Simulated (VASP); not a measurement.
# Ba3Mo (P6/mmm) in VASP: a series of runs

The runs below take Ba3Mo through single point, relaxation of cell and atoms, with PBE.

Everything below comes from runs of VASP 6.6.1. Logs are shortened: lines on timing, memory, paths and dates and some standing lists are left out, and cuts for length are marked.

### Step 1. The cell of the first run

It takes space group P6/mmm (No. 191, hexagonal). Conventional cell: a = 7.018 Å, b = 7.018 Å, c = 3.377 Å, α = 90.00°, β = 90.00°, γ = 120.00°. Around Ba (site symmetry mmm) lie 6 Ba at 3.38 to 3.51 Å and 2 Mo at 3.51 Å. Mo (site symmetry 6/mmm) has 2 Mo at 3.38 Å and 6 Ba at 3.51 Å as nearest neighbours.

The cell was built by a generator and needn't be a form met in nature.

### Step 2. Single point, PBE (random cell by space group and Wyckoff sites (P6/mmm, No. 191))

INCAR reads:

```
PREC = Accurate ; ENCUT = 520
EDIFF = 1E-7 ; ISMEAR = 0
SIGMA = 0.1 ; LREAL = F
LASPH = T ; NELM = 100
ALGO = Fast ; ISIF = 2
LWAVE = F ; LCHARG = F
GGA = PE ; NBANDS = 30
```

KPOINTS reads:

```
Automatic mesh
0
Gamma
  3 3 4
```

POSCAR reads:

```
Ba3Mo
1.0
    7.0176477501      0.0000000000      0.0000000000
   -3.5088238750      6.0774612264      0.0000000000
    0.0000000000      0.0000000000      3.3772022358
Ba Mo
3 1
Direct
    0.5000000000      0.0000000000      0.0000000000
    0.0000000000      0.5000000000      0.0000000000
    0.5000000000      0.5000000000      0.0000000000
    0.0000000000      0.0000000000      0.0000000000
```

Potentials or basis: VASP PAW PBE potentials, release 64 (Ba_sv, Mo_sv).

The run is started by

```bash
$ cat potpaw_PBE.64/Ba_sv/POTCAR potpaw_PBE.64/Mo_sv/POTCAR > POTCAR
$ mpirun -np 1 vasp_std > vasp.out
```

OUTCAR:

```text
PREC = Accurate
   ENCUT = 520
   EDIFF = 1E-7
   ISMEAR = 0
   LREAL = F
   LASPH = T
   NELM = 100
   ISIF = 2
   GGA = PE

 ion  position               nearest neighbor table
   1  0.500  0.000  0.000-   3 3.51   3 3.51   4 3.51   4 3.51   2 3.51   2 3.51
   2  0.000  0.500  0.000-   4 3.51   4 3.51   3 3.51   3 3.51   1 3.51   1 3.51
   3  0.500  0.500  0.000-   1 3.51   1 3.51   2 3.51   2 3.51   4 3.51   4 3.51
   4  0.000  0.000  0.000-   2 3.51   2 3.51   1 3.51   1 3.51   3 3.51   3 3.51

  LATTYP: Found a hexagonal cell.
 ALAT       =     7.0176477501
 C/A-ratio  =     0.4812441941

  Lattice vectors:

 A1 = (   7.0176477501,   0.0000000000,   0.0000000000)
 A2 = (  -3.5088238750,   6.0774612264,   0.0000000000)
 A3 = (   0.0000000000,   0.0000000000,   3.3772022358)

Analysis of symmetry for initial positions (statically):
=====================================================================
 Subroutine PRICEL returns:
 Original cell was already a primitive cell.

 Routine SETGRP: Setting up the symmetry group for a
 hexagonal supercell.

 Subroutine GETGRP returns: Found 24 space group operations
 (whereof 24 operations were pure point group operations)
 out of a pool of 24 trial point group operations.

The static configuration has the point symmetry D_6h.

Analysis of symmetry for dynamics (positions and initial velocities):
=====================================================================
 Subroutine PRICEL returns:
 Original cell was already a primitive cell.

 Routine SETGRP: Setting up the symmetry group for a
 hexagonal supercell.

 Subroutine GETGRP returns: Found 24 space group operations
 (whereof 24 operations were pure point group operations)
 out of a pool of 24 trial point group operations.

The dynamic configuration has the point symmetry D_6h.

 Subroutine INISYM returns: Found 24 space group operations
 (whereof 24 operations are pure point group operations),
 and found     1 'primitive' translations

----------------------------------------------------------------------------------------

                                     Primitive cell

  volume of cell :     144.0359

  direct lattice vectors                    reciprocal lattice vectors
     7.017647750  0.000000000  0.000000000     0.142497890  0.082271195  0.000000000
    -3.508823875  6.077461226  0.000000000     0.000000000  0.164542391  0.000000000
     0.000000000  0.000000000  3.377202236     0.000000000  0.000000000  0.296103085

  length of vectors
     7.017647750  7.017647750  3.377202236     0.164542391  0.164542391  0.296103085

  position of ions in fractional coordinates (direct lattice)
     0.500000000  0.000000000  0.000000000
     0.000000000  0.500000000  0.000000000
     0.500000000  0.500000000  0.000000000
     0.000000000  0.000000000  0.000000000

  ion indices of the primitive-cell ions
   primitive index   ion index
                 1           1
                 2           2
                 3           3
                 4           4

----------------------------------------------------------------------------------------

 KPOINTS: Automatic mesh

Automatic generation of k-mesh.
 Grid dimensions read from file:
 generate k-points for:    3    3    4

 Generating k-lattice:

  Cartesian coordinates                     Fractional coordinates (reciprocal lattice)
     0.047499297  0.027423732  0.000000000     0.333333333  0.000000000  0.000000000
     0.000000000  0.054847464  0.000000000     0.000000000  0.333333333  0.000000000
     0.000000000  0.000000000  0.074025771     0.000000000  0.000000000  0.250000000

  Length of vectors
     0.054847464  0.054847464  0.074025771

  Shift w.r.t. Gamma in fractional coordinates (k-lattice)
     0.000000000  0.000000000  0.000000000

 Subroutine IBZKPT returns following result:
 ===========================================

 Found      9 irreducible k-points:

 Following reciprocal coordinates:
            Coordinates               Weight
  0.000000  0.000000  0.000000      1.000000
  0.333333 -0.000000  0.000000      6.000000
  0.333333  0.333333  0.000000      2.000000
  0.000000  0.000000  0.250000      2.000000
  0.333333 -0.000000  0.250000     12.000000
  0.333333  0.333333  0.250000      4.000000
  0.000000  0.000000  0.500000      1.000000
  0.333333 -0.000000  0.500000      6.000000
  0.333333  0.333333  0.500000      2.000000
   k-points           NKPTS =      9   k-points in BZ     NKDIM =      9   number of bands    NBANDS=     30
   number of dos      NEDOS =    301   number of ions     NIONS =      4
   total plane-waves  NPLWV =  81648
   dimension x,y,z NGX =    54 NGY =   54 NGZ =   28
   dimension x,y,z NGXF=   108 NGYF=  108 NGZF=   56
   ions per type =               3   1
   NGX,Y,Z   is equivalent  to a cutoff of  12.79, 12.79, 13.78 a.u.
   NGXF,Y,Z  is equivalent  to a cutoff of  25.58, 25.58, 27.57 a.u.
 SYSTEM =  unknown system
   PREC   = accura    normal or accurate (medium, high low for compatibility)
   ISTART =      0    job   : 0-new  1-cont  2-samecut
   ICHARG =      2    charge: 1-file 2-atom 10-const
   ISPIN  =      1    spin polarized calculation?
   LNONCOLLINEAR =      F non collinear calculations
   LSORBIT =      F    spin-orbit coupling
   LASPH  =      T    aspherical Exc in radial PAW
   ENCUT  =  520.0 eV  38.22 Ry    6.18 a.u.  13.05 13.05  6.28*2*pi/ulx,y,z
   NELM   =    100;   NELMIN=  2; NELMDL= -5     # of ELM steps
   EDIFF  = 0.1E-06   stopping-criterion for ELM
   LREAL  =      F    real-space projection
   EDIFFG = 0.1E-05   stopping-criterion for IOM
   NSW    =      0    number of steps for IOM
   IBRION =     -1    ionic relax: 0-MD 1-quasi-New 2-CG
   NFREE  =      0    steps in history (QN), initial steepest desc. (CG)
   ISIF   =      2    stress and relaxation
   ISYM   =      2    0-nonsym 1-usesym 2-fastsym
   POTIM  = 0.5000    time-step for ionic-motion
   TEBEG  =    0.0;   TEEND  =   0.0 temperature during run
   PSTRESS=    0.0 pullay stress
   NELECT =      44.0000    total number of electrons
   NUPDOWN=      -1.0000    fix difference up-down
   EMIN   =  10.00;   EMAX   =-10.00  energy-range for DOS
   EFERMI =   0.00;   METHOD = LEGACY
   ISMEAR =     0;   SIGMA  =   0.10  broadening in eV -4-tet -1-fermi 0-gaus
   EFERMI_NEDOS =   21; number of points for ismear=-14 and -15
   IALGO  =     68    algorithm
   IMIX   =      4    mixing-type and parameters
     AMIX     =   0.40;   BMIX     =  1.00
     AMIX_MAG =   1.60;   BMIX_MAG =  1.00
  volume/ion in A,a.u.               =      36.01       243.00
  Fermi-wavevector in a.u.,A,eV,Ry     =   1.102560  2.083536 16.539758  1.215638
  Thomas-Fermi vector in A             =   2.239004
   LORBIT       =      0    0 simple, 1 ext, 2 COOP (PROOUT), +10 PAW based schemes
   GGA     = PE    functional components
   LHFCALC =     F    Hartree Fock is set to
   AEXX    =    0.0000 exact exchange contribution
   IVDW    =     0    specifies the selected vdW correction
   LEPSILON=     F    determine dielectric tensor
   LRPA    =     F    only Hartree local field effects (RPA)
 non-spin polarized calculation
 RMM-DIIS sequential band-by-band and
 Gauss-broadening in eV      SIGMA  =   0.10
  energy-cutoff  :      520.00
  volume of cell :      144.04
 maximum number of plane-waves:      3915
 NGX is ok and might be reduce to    54
   NGX = 27   NGY = 27   NGZ = 13

 number of electron      44.0000005 magnetization

 Free energy of the ion-electron system (eV)
  ---------------------------------------------------
  ext. energy  EPLUGINS =         0.00000000
  ---------------------------------------------------
  free energy    TOTEN  =       -11.29667029 eV

  energy without entropy =      -11.22820299  energy(sigma->0) =      -11.26243664

 E-fermi :   3.7174     XC(G=0):  -9.3501

 val. band max:        3.7049245564   @ k =   0.3333   0.3333   0.2500
 cond. band min:       3.7410939495   @ k =   0.3333   0.3333   0.2500
 fundamental gap:      0.0361693931
 Fermi energy:         3.7173586599

 k-point     1 :       0.0000    0.0000    0.0000
  band No.  band energies     occupation
      1     -56.7895      2.00000
      2     -30.8710      2.00000
      3     -30.8005      2.00000
      4     -30.8005      2.00000
      5     -24.8392      2.00000
      6     -24.5128      2.00000
[... 22 lines left out ...]
     29       6.1796      0.00000
     30       6.1798      0.00000

 k-point     2 :       0.3333   -0.0000    0.0000
  band No.  band energies     occupation
      1     -56.7895      2.00000
      2     -30.8710      2.00000
      3     -30.8007      2.00000
      4     -30.8006      2.00000
      5     -24.7722      2.00000
      6     -24.5849      2.00000
[... 22 lines left out ...]
     29       5.2616      0.00000
     30       6.4226      0.00000

 k-point     3 :       0.3333    0.3333    0.0000
  band No.  band energies     occupation
      1     -56.7895      2.00000
      2     -30.8710      2.00000
      3     -30.8007      2.00000
      4     -30.8007      2.00000
      5     -24.6794      2.00000
      6     -24.6794      2.00000
[... 22 lines left out ...]
     29       4.7843      0.00000
     30       4.8642      0.00000

 k-point     4 :       0.0000    0.0000    0.2500
  band No.  band energies     occupation
      1     -56.7859      2.00000
      2     -30.9253      2.00000
      3     -30.7954      2.00000
      4     -30.7954      2.00000
      5     -24.6854      2.00000
      6     -24.3655      2.00000
[... 22 lines left out ...]
     29       6.0219      0.00000
     30       7.6744      0.00000

 k-point     5 :       0.3333   -0.0000    0.2500
  band No.  band energies     occupation
      1     -56.7859      2.00000
      2     -30.9253      2.00000
      3     -30.7956      2.00000
      4     -30.7955      2.00000
      5     -24.6197      2.00000
      6     -24.4361      2.00000
[... 22 lines left out ...]
     29       6.1000      0.00000
     30       6.3965      0.00000

 k-point     6 :       0.3333    0.3333    0.2500
  band No.  band energies     occupation
      1     -56.7859      2.00000
      2     -30.9253      2.00000
      3     -30.7956      2.00000
      4     -30.7956      2.00000
      5     -24.5287      2.00000
      6     -24.5287      2.00000
[... 22 lines left out ...]
     29       5.7657      0.00000
     30       6.0470      0.00000

 k-point     7 :       0.0000    0.0000    0.5000
  band No.  band energies     occupation
      1     -56.7823      2.00000
      2     -30.9791      2.00000
      3     -30.7903      2.00000
      4     -30.7903      2.00000
      5     -24.5222      2.00000
      6     -24.2098      2.00000
[... 22 lines left out ...]
     29       7.0109      0.00000
     30       7.6502      0.00000

 k-point     8 :       0.3333   -0.0000    0.5000
  band No.  band energies     occupation
      1     -56.7823      2.00000
      2     -30.9791      2.00000
      3     -30.7905      2.00000
      4     -30.7904      2.00000
      5     -24.4580      2.00000
      6     -24.2787      2.00000
[... 22 lines left out ...]
     29       6.5155      0.00000
     30       6.6252      0.00000

 k-point     9 :       0.3333    0.3333    0.5000
  band No.  band energies     occupation
      1     -56.7823      2.00000
      2     -30.9791      2.00000
      3     -30.7905      2.00000
      4     -30.7905      2.00000
      5     -24.3691      2.00000
      6     -24.3691      2.00000
[... 22 lines left out ...]
     29       6.0353      0.00000
     30       6.0903      0.00000

------------------------ aborting loop because EDIFF is reached ----------------------------------------

  FORCE on cell =-STRESS in cart. coord.  units (eV):
  Direction    XX          YY          ZZ          XY          YZ          ZX
  --------------------------------------------------------------------------------------
  -------------------------------------------------------------------------------------
  Total        0.8911302      0.8911302      0.9300755      0.0000000      0.0000000      0.0000000
  in kB        9.9124476      9.9124476     10.3456536      0.0000000      0.0000000      0.0000000
  external PRESSURE =      10.0568496 kB  Pullay stress =       0.0000000 kB

 VOLUME and BASIS-vectors are now :
 -----------------------------------------------------------------------------
  energy-cutoff  :      520.00
  volume of cell :      144.04
      direct lattice vectors                 reciprocal lattice vectors
     7.017647750  0.000000000  0.000000000     0.142497890  0.082271195  0.000000000
    -3.508823875  6.077461226  0.000000000     0.000000000  0.164542391  0.000000000
     0.000000000  0.000000000  3.377202236     0.000000000  0.000000000  0.296103085

 POSITION                                       TOTAL-FORCE (eV/Angst)
 -----------------------------------------------------------------------------------
      3.50882      0.00000      0.00000        -0.000000      0.000000      0.000000
     -1.75441      3.03873      0.00000         0.000000      0.000000      0.000000
      1.75441      3.03873      0.00000        -0.000000      0.000000      0.000000
      0.00000      0.00000      0.00000        -0.000000      0.000000      0.000000
 -----------------------------------------------------------------------------------
    total drift:                                0.000000     -0.000000      0.000000

  FREE ENERGIE OF THE ION-ELECTRON SYSTEM (eV)
  ---------------------------------------------------
  free  energy   TOTEN  =       -11.2966702943 eV

  energy  without entropy=      -11.2282029900  energy(sigma->0) =      -11.26243664
```

Run time: 39 s. Hardware: 1 thread of Intel Xeon 6975P-C (Granite Rapids), shared host; peak memory 0.29 GiB.

Results:

```
Free energy            : -11.2967 eV
Pressure               : 1.0 GPa
Band gap on the k mesh : none (metal or under the smearing width)
```

Caveat: the k mesh is coarse (spacing up to 0.47 Å⁻¹), so the values aren't converged. Spin-orbit coupling is left out, which matters for the levels of Ba.

### Step 3. Relaxation of cell and atoms, PBE (random cell by space group and Wyckoff sites (P6/mmm, No. 191))

INCAR reads:

```
SYSTEM = Ba3Mo
PREC     = Accurate       ! precision mode
ENCUT    = 600            ! plane-wave cutoff, eV
EDIFF    = 1E-7           ! SCF threshold, eV
ISMEAR   = 0              ! smearing method
SIGMA    = 0.1            ! smearing width, eV
LREAL    = .FALSE.        ! projectors in reciprocal space
LASPH    = .TRUE.         ! aspherical terms in the spheres
NELM     = 100            ! most SCF steps
ALGO     = Normal         ! electronic algorithm
ISIF     = 3              ! what is computed and relaxed
LWAVE    = .FALSE.        ! write WAVECAR
LCHARG   = .FALSE.        ! write CHGCAR
GGA      = PE             ! functional
IBRION   = 2              ! ionic algorithm
NSW      = 90             ! ionic steps
EDIFFG   = -0.04          ! ionic threshold
```

KPOINTS reads:

```
regular mesh
0
G
  3 3 4
  0 0 0
```

POSCAR reads:

```
Ba3Mo
1.0
    6.3566010200      0.0000000000      0.0000000000
   -3.1783005100      5.5049779600      0.0000000000
    0.0000000000      0.0000000000      4.3880355300
Ba Mo
3 1
Direct
    0.5000000000      0.0000000000      0.0000000000
    0.0000000000      0.5000000000      0.0000000000
    0.5000000000      0.5000000000      0.0000000000
    0.0000000000      0.0000000000      0.0000000000
```

Potentials or basis: VASP PAW PBE potentials, release 64 (Ba_sv, Mo_sv).

The run is started by

```bash
$ cat potpaw_PBE.64/Ba_sv/POTCAR potpaw_PBE.64/Mo_sv/POTCAR > POTCAR
$ mpirun -np 1 vasp_std > vasp.out
```

Wall time 4.6 min (1 thread of Intel Xeon 6975P-C (Granite Rapids), shared host); peak memory 0.34 GiB.

The run converged. Its results:

- Free energy: -11.3175 eV
- Relaxed volume: 37.75 Å³/atom
- Relaxed cell: a = 7.125 Å, b = 7.125 Å, c = 3.435 Å, α = 90.00°, β = 90.00°, γ = 120.00°
- Space group after relaxing (to 0.05 Å): P6/mmm (No. 191)
- Energy gained by relaxing: 463.7 meV/atom
- Ionic steps: 11
- Pressure after relaxing: 0.0 GPa
- Band gap on the k mesh: none (metal or under the smearing width)

The path:
| step | energy change (eV) | largest force (eV/Å) | pressure (GPa) | volume (Å³) |
| --- | --- | --- | --- | --- |
| 1 | 0.0000 | 0.0000 | 3.75 | 153.55 |
| 2 | -1.2762 | 0.0000 | -0.54 | 172.89 |
| 3 | -1.5078 | 0.0000 | -1.86 | 182.93 |
| 4 | -1.5152 | 0.0000 | -1.98 | 184.14 |
| 5 | -1.7427 | 0.0000 | -1.55 | 170.48 |
| 6 | -1.8164 | 0.0000 | -1.04 | 161.32 |
| 7 | -1.8209 | 0.0000 | -0.79 | 157.98 |
| 8 | -1.8538 | 0.0000 | 0.00 | 151.21 |
| 9 | -1.8541 | 0.0000 | 0.09 | 150.49 |
| 10 | -1.8541 | 0.0000 | 0.11 | 150.34 |
| 11 | -1.8548 | 0.0000 | 0.03 | 151.01 |

Final structure:
```cif
data_structure
_symmetry_space_group_name_H-M 'P 1'
_symmetry_Int_Tables_number 1
_cell_length_a 7.1246
_cell_length_b 7.1246
_cell_length_c 3.4351
_cell_angle_alpha 90.000
_cell_angle_beta 90.000
_cell_angle_gamma 120.000
_cell_volume 151.01
loop_
_atom_site_label
_atom_site_type_symbol
_atom_site_fract_x
_atom_site_fract_y
_atom_site_fract_z
_atom_site_occupancy
Ba1 Ba 0.50000 0.00000 0.00000 1
Ba2 Ba 0.00000 0.50000 0.00000 1
Ba3 Ba 0.50000 0.50000 0.00000 1
Mo1 Mo 0.00000 0.00000 0.00000 1
```

Levels at points of the mesh, in eV from the Fermi level:
| k point | band 20 | band 21 | band 22 | band 23 | band 24 | band 25 |
| --- | --- | --- | --- | --- | --- | --- |
| (0.00, 0.00, 0.00) | -1.19 | -0.87 | -0.03 | 0.84 | 0.84 | 0.93 |
| (0.00, 0.00, 0.50) | -1.22 | -0.48 | -0.48 | -0.14 | 1.23 | 1.24 |

Caveat: the k mesh is coarse (spacing up to 0.38 Å⁻¹), so the values aren't converged. The run has no spin-orbit coupling, so splittings on Ba are missing.

[end of part 1 of 2]
